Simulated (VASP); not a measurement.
Here is the system:

```
CELL_PARAMETERS angstrom
      0.00000     2.85756     2.85756
      2.85756     0.00000     2.85756
      2.85756     2.85756     0.00000
ATOMIC_POSITIONS crystal
  Mg 0.00000 0.00000 0.00000
  Se 0.50000 0.50000 0.50000
```

These are vdW-DF2, VASP's PBE PAW potentials (set 64) (plane waves; VASP) values and carry that method's errors. Settings: 520 eV cut-off, 8×8×8 Γ-centred mesh, Gaussian smearing of 0.050 eV, potentials Mg Se.

Give the stress tensor in GPa (positive for a compressed cell).

```
-2.78   0.00   0.00
 0.00  -2.78   0.00
 0.00   0.00  -2.78
```
The pressure is its mean diagonal, -2.78 GPa.

The compound is MgSe in the rock salt structure. This cell is one point of a volume scan, at 1.06 of the reference volume.
